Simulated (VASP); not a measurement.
Given:

```
EuS
1.0
    0.00000     2.98500     2.98500
    2.98500     0.00000     2.98500
    2.98500     2.98500     0.00000
Eu S
1 1
Direct
  0.00000   0.00000   0.00000
  0.50000   0.50000   0.50000
```

All values below come from PBE GGA, VASP's PBE PAW potentials (set 64) (plane waves; VASP 6.6.1). Settings: 400 eV cut-off, 7×7×7 Γ-centred mesh, Fermi-Dirac smearing of 0.20 eV, potentials Eu_2 S.

The 4f electrons are frozen in the core of the lanthanide potential, so 4f levels, which can set the real gap, and their magnetism are missing.

Q: What does the run give for the energy per atom (σ→0), pressure?

A: 
```
Property                       Result
---------------------  --------------
energy per atom (σ→0)  -5.309 eV/atom
pressure                    -2.46 GPa
```

Only differences to runs with the same potentials and settings are physical.

The compound is EuS in the rock salt structure. The cell was not relaxed at this level. The run is one of a series of settings (ISMEAR = -1, SIGMA = 0.2 against the base run), some of them coarse on purpose.
